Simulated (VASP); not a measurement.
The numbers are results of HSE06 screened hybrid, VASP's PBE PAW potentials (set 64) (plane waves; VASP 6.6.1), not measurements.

Input for VASP

**INCAR**
```
# general
SYSTEM   = Cs2AgBiBr6
PREC     = Accurate
ENCUT    = 270
LREAL    = F
LASPH    = T   # aspherical one-centre terms
ISYM     = 3

# electronic loop
EDIFF    = 1E-6
NELM     = 100   # most electronic steps
ALGO     = Normal   # blocked Davidson
LMAXMIX  = 4

# smearing
ISMEAR   = 0   # Gaussian
SIGMA    = 0.02   # width (eV)

# functional
GGA      = PE
LHFCALC  = T
AEXX     = 0.25
HFSCREEN = 0.2   # 1/Angstrom
PRECFOCK = Fast

# ions
ISIF     = 2   # forces and stress, cell fixed

# output
LWAVE    = F
LCHARG   = F
```

POSCAR:
```
Cs2AgBiBr6
1
    0.0000000000     5.6872830000     5.6872830000
    5.6872830000     0.0000000000     5.6872830000
    5.6872830000     5.6872830000     0.0000000000
Cs Ag Bi Br
2 1 1 6
Direct
  0.7500000000   0.7500000000   0.7500000000
  0.2500000000   0.2500000000   0.2500000000
  0.5000000000   0.5000000000   0.5000000000
  0.0000000000   0.0000000000   0.0000000000
  0.7491900000   0.2508100000   0.2508100000
  0.2508100000   0.7491900000   0.7491900000
  0.2508100000   0.7491900000   0.2508100000
  0.7491900000   0.2508100000   0.7491900000
  0.2508100000   0.2508100000   0.7491900000
  0.7491900000   0.7491900000   0.2508100000
```

### KPOINTS
```
Automatic
0
Gamma
2 2 2
0 0 0
```

POTCAR, in this order: Cs_sv Ag Bi_d Br (PBE.64 set). Program: vasp_std.

Output

### OSZICAR
```
       N       E                     dE             d eps       ncg     rms          rms(c)
DAV:   1    -0.901411985146E+04   -0.90141E+04   -0.27486E+04   330   0.893E+02
DAV:   2    -0.955988697506E+04   -0.54577E+03   -0.53670E+03   398   0.249E+02
DAV:   3    -0.961155902852E+04   -0.51672E+02   -0.51518E+02   353   0.910E+01
DAV:   4    -0.961253086175E+04   -0.97183E+00   -0.97022E+00   364   0.157E+01
DAV:   5    -0.367187318433E+02    0.95758E+04   -0.36404E+01   312   0.366E+01    0.891E+00
DAV:   6    -0.353858376130E+02    0.13329E+01   -0.49609E+00   372   0.864E+00    0.509E+00
DAV:   7    -0.353624662545E+02    0.23371E-01   -0.13523E+00   361   0.460E+00    0.348E+00
DAV:   8    -0.353817545416E+02   -0.19288E-01   -0.14842E-01   372   0.157E+00    0.213E+00
DAV:   9    -0.353728189509E+02    0.89356E-02   -0.14542E-02   364   0.668E-01    0.121E+00
DAV:  10    -0.353710985452E+02    0.17204E-02   -0.71320E-03   348   0.364E-01    0.676E-01
DAV:  11    -0.353711843049E+02   -0.85760E-04   -0.16670E-03   337   0.181E-01    0.384E-01
DAV:  12    -0.353713644560E+02   -0.18015E-03   -0.43440E-04   348   0.104E-01    0.225E-01
DAV:  13    -0.353715116992E+02   -0.14724E-03   -0.18520E-04   329   0.683E-02    0.133E-01
DAV:  14    -0.353716068352E+02   -0.95136E-04   -0.74600E-05   348   0.426E-02    0.784E-02
DAV:  15    -0.353716596250E+02   -0.52790E-04   -0.28245E-05   329   0.259E-02    0.468E-02
DAV:  16    -0.353716871107E+02   -0.27486E-04   -0.11610E-05   340   0.161E-02    0.284E-02
DAV:  17    -0.353717009674E+02   -0.13857E-04   -0.50409E-06   308   0.103E-02    0.175E-02
DAV:  18    -0.353717078261E+02   -0.68587E-05   -0.22925E-06   284   0.689E-03    0.109E-02
DAV:  19    -0.353717111940E+02   -0.33678E-05   -0.11222E-06   209   0.471E-03    0.688E-03
DAV:  20    -0.353717128552E+02   -0.16613E-05   -0.60245E-07   220   0.338E-03    0.442E-03
DAV:  21    -0.353717136688E+02   -0.81358E-06   -0.28660E-07   212   0.235E-03
   1 F= -.35371714E+02 E0= -.35371714E+02  d E =-.477809E-34
```

**OUTCAR**
```
------------------------ aborting loop because EDIFF is reached ----------------------------------------
  FORCE on cell =-STRESS in cart. coord.  units (eV):
  Direction    XX          YY          ZZ          XY          YZ          ZX
  --------------------------------------------------------------------------------------
  Total        0.6894507      0.6894507      0.6894507     -0.0000000     -0.0000000      0.0000000
  in kB        3.0024053      3.0024053      3.0024053     -0.0000000     -0.0000000      0.0000000
  external PRESSURE =       3.0024053 kB  Pullay stress =       0.0000000 kB
  volume of cell :      367.91
      direct lattice vectors                 reciprocal lattice vectors
     0.000000000  5.687283000  5.687283000    -0.087915442  0.087915442  0.087915442
     5.687283000  0.000000000  5.687283000     0.087915442 -0.087915442  0.087915442
     5.687283000  5.687283000  0.000000000     0.087915442  0.087915442 -0.087915442
 POSITION                                       TOTAL-FORCE (eV/Angst)
 -----------------------------------------------------------------------------------
      8.53092      8.53092      8.53092         0.000000      0.000000     -0.000000
      2.84364      2.84364      2.84364         0.000000      0.000000     -0.000000
      5.68728      5.68728      5.68728         0.000000      0.000000     -0.000000
      0.00000      0.00000      0.00000         0.000000      0.000000     -0.000000
      2.85285      5.68728      5.68728        -0.104108      0.000000     -0.000000
      8.52171      5.68728      5.68728         0.104108      0.000000     -0.000000
      5.68728      2.85285      5.68728         0.000000     -0.104108     -0.000000
      5.68728      8.52171      5.68728         0.000000      0.104108     -0.000000
      5.68728      5.68728      2.85285         0.000000      0.000000     -0.104108
      5.68728      5.68728      8.52171         0.000000      0.000000      0.104108
 -----------------------------------------------------------------------------------
    total drift:                                0.000001      0.000015     -0.000021
  FREE ENERGIE OF THE ION-ELECTRON SYSTEM (eV)
  ---------------------------------------------------
  free  energy   TOTEN  =       -35.3717136688 eV

  energy  without entropy=      -35.3717136688  energy(sigma->0) =      -35.37171367

  exchange ACFDT corr.  =         0.00000000  see jH, gK, PRB 81, 115126
```
(Selected blocks of OUTCAR.)

OUTCAR:
```
 val. band max:        0.3933496386   @ k =   0.5000   0.5000   0.0000

 cond. band min:       2.5921901225   @ k =   0.5000   0.0000   0.0000


 Fermi energy:         0.5648853143

 k-point     1 :       0.0000    0.0000    0.0000
  band No.  band energies     occupation
      1     -24.5650      2.00000
      2     -24.5650      2.00000
      3     -24.5203      2.00000
      4     -24.5203      2.00000
      5     -24.5201      2.00000
      6     -21.8076      2.00000
      7     -21.8016      2.00000
      8     -15.4996      2.00000
      9     -14.8561      2.00000
     10     -14.8561      2.00000
     11     -14.8561      2.00000
     12     -14.6459      2.00000
     13     -14.6458      2.00000
     14     -10.5934      2.00000
     15      -7.6908      2.00000
     16      -7.6908      2.00000
     17      -7.6908      2.00000
     18      -7.6318      2.00000
     19      -7.6318      2.00000
     20      -7.6318      2.00000
     21      -3.9763      2.00000
     22      -3.9763      2.00000
     23      -3.9763      2.00000
     24      -3.8077      2.00000
     25      -3.8077      2.00000
     26      -3.3099      2.00000
     27      -3.3099      2.00000
     28      -3.3098      2.00000
     29      -2.4011      2.00000
     30      -1.9629      2.00000
     31      -1.9629      2.00000
     32      -1.9629      2.00000
     33      -1.5208      2.00000
     34      -1.5208      2.00000
     35      -1.5208      2.00000
     36      -1.3016      2.00000
     37      -1.3016      2.00000
     38      -1.3016      2.00000
     39      -0.9011      2.00000
     40      -0.9011      2.00000
     41      -0.9011      2.00000
     42      -0.4126      2.00000
     43      -0.4126      2.00000
     44       3.5849      0.00000
     45       3.5849      0.00000
     46       3.5850      0.00000
     47       5.0405      0.00000
     48       6.0355      0.00000
     49       6.0355      0.00000
     50       6.6635      0.00000
     51       6.6860      0.00000
...
```

At this cut-off the stress carries a Pulay error, which pulls relaxed volumes low. Unless said otherwise, spin-orbit coupling is left out, though it shifts the bands of the heavy elements here.

The structure comes from a computed database's Cs2AgBiBr6 entry; how it stands against other phases isn't given here. The cell was not relaxed at this level. The k-mesh is coarse (spacing up to 0.48 per Å, 2π included), so the numbers may not be converged in it. The run is one of a series of settings (ENCUT = 270 against the base run), some of them coarse on purpose.
